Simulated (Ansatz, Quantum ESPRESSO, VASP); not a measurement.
Code comparison for CaSnF6 (P1, 8 atoms in the cell)

Self-consistent single point, at a second geometry (atoms moved at random). First geometry:

```
CaSnF6
1.0
    0.00000     4.21892     4.21892
    4.21892     0.00000     4.21892
    4.21892     4.21892     0.00000
Ca Sn F
1 1 6
Direct
  0.00000   0.00000   0.00000
  0.50000   0.50000   0.50000
  0.73394   0.73394   0.26606
  0.26606   0.26606   0.73394
  0.26606   0.73394   0.73394
  0.73394   0.26606   0.26606
  0.73394   0.26606   0.73394
  0.26606   0.73394   0.26606
```

Second geometry:
```
CELL_PARAMETERS angstrom
      0.00000     4.21892     4.21892
      4.21892     0.00000     4.21892
      4.21892     4.21892     0.00000
ATOMIC_POSITIONS crystal
  Ca 0.00369 0.99342 0.00537
  Sn 0.50815 0.49400 0.50592
  F  0.73168 0.74243 0.25156
  F  0.26596 0.26754 0.73263
  F  0.27004 0.73279 0.73405
  F  0.73220 0.26668 0.26821
  F  0.73668 0.25887 0.73999
  F  0.25160 0.74427 0.26226
```

Shared settings, as Ansatz (a first-principles code) writes them: kpoints.mp_grid.grid = 5 5 5; scf.occupations.method = fermi_dirac; scf.occupations.width = 0.0037 Ry. Potentials and cutoffs stand in the table.

```csv
code,model,ΔF from the first geometry (meV/atom),pressure (GPa),largest force (eV/Å),gap on the mesh (eV),cutoff
Ansatz,"PBEsol, PAW files made with PBE",16.8,-1.05,1.658,5.299,default
VASP,"PBEsol, VASP's PBE PAW potentials (set 64)",16.7,-7.54,1.723,5.293,400 eV
Quantum ESPRESSO,"PBEsol, GBRV 1.5 ultrasoft (PBESOL) pseudopotentials",16.4,-0.96,1.693,5.263,40 Ry
```

Size of the force on each atom (eV/Å): Sizes of forces hide their directions.

| code | Ca1 | Sn2 | F3 | F4 | F5 | F6 | F7 | F8 |
|---|---|---|---|---|---|---|---|---|
| Ansatz | 0.321 | 1.658 | 0.552 | 0.096 | 0.107 | 0.071 | 0.156 | 1.624 |
| VASP | 0.358 | 1.723 | 0.512 | 0.028 | 0.056 | 0.150 | 0.223 | 1.660 |
| Quantum ESPRESSO | 0.330 | 1.693 | 0.514 | 0.048 | 0.066 | 0.125 | 0.204 | 1.612 |

Gaps are read on the mesh.

The spread over the programs that give each value: ΔF from the first geometry within 0.4 meV/atom; pressure within 6.58 GPa; largest force within 0.065 eV/Å; gap on the mesh within 0.036 eV.

Ansatz's pressure is given at a fixed set of plane waves, as the other plane-wave codes print theirs; with its correction for the finite basis it is -0.76 GPa (the shift of 0.29 GPa shows how far the cutoff is from converged). In the pressure, VASP (by 6.49) lies more than 1 GPa from the median of the plane-wave programs.

VASP's run is marked for a possible Pulay error in its stress at this cutoff; no cutoff test was made.

The starting cell comes from a database of computed structures (which also holds hypothetical and non-ambient phases and stackings), without a prior relaxation at this level. For this run, on top of that: atoms moved at random.

Left out of this page: CP2K (unsound by tests on forces, stress, charge or solver warnings); SIESTA (not drawn, or without a comparable value).

Keys are those of Ansatz 0.2.
